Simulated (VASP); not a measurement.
**TiAl (relaxed from the rock salt structure, space group Fm-3m): computed properties**

Level of theory: r2SCAN meta-GGA, VASP's PBE PAW potentials (set 64) (plane waves; VASP).

```json
{
  "space_group": "Fm-3m (225)",
  "cell": "a = 5.266 Å, b = 5.266 Å, c = 5.266 Å, α = 90.00°, β = 90.00°, γ = 90.00°",
  "volume_per_atom": "18.26 Å³/atom",
  "band gap (over mesh and band path)": "none (metal, semimetal or under 0.01 eV)",
  "density": "3.40 g/cm³"
}
```

```
AlTi
1.0
    0.00000     2.63312     2.63312
    2.63312     0.00000     2.63312
    2.63312     2.63312     0.00000
Ti Al
1 1
Direct
  0.00000   0.00000   0.00000
  0.50000   0.50000   0.50000
```

The structure was generated: TiAl was put into the rock salt type (Fm-3m), which need not be its known phase. It was relaxed first, which changed the volume by -35 %. Symmetry was kept, so distortions that lower it aren't found. The electron count is odd and the run is not spin-polarised, which forces a metal.
